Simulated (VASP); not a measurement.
## Ti3Si under changes of volume

One of the cells (15.855 Å³/atom); the others are scaled copies at fixed shape and fractional positions:

```
Ti Si
1.0
     0.00000    3.16518    3.16518
     3.16518    0.00000    3.16518
     3.16518    3.16518    0.00000
Ti Si
3 1
Direct
  0.00000 0.00000 0.00000
  0.25000 0.25000 0.25000
  0.75000 0.75000 0.75000
  0.50000 0.50000 0.50000
```

The cell comes from a database or a generator and needn't be the stable form of this composition.

```yaml
Program: VASP 6.6.1
Functional: PBEsol
Potentials_or_basis: VASP PAW PBE potentials, release 64 (Ti_sv, Si)
Cutoff: 520 eV
k_mesh: 7 × 7 × 7
Occupations: fermi-dirac, width 0.05 eV
Spin: no spin polarisation
```

```tsv
volume (Å³/atom)	energy over the lowest point (meV/atom)	pressure (GPa)
14.611	3.68	3.5
14.922	0.00	0.4
15.233	2.09	-2.5
15.855	21.43	-7.3
16.166	37.72	-9.4
16.477	?	?
```

Task: What does the run at 16.477 Å³/atom give?

Result: Energy over the lowest point 57.88 meV/atom; pressure -11.3 GPa.

Worked out: A Birch-Murnaghan fit of order 3 (a polynomial in V^(-2/3)) to the other rows has its minimum at 14.96 Å³/atom with B0 = V·E''(V) = 141 GPa and B' = 3.9. It gives 57.87 meV/atom at 16.477 Å³/atom, against the run's 57.88, and -dE/dV = -11.3 GPa, against -11.3.

Energies are extrapolated to zero smearing.

Caveats: the PAW data sets were made with another functional, which shifts forces and pressure a little.
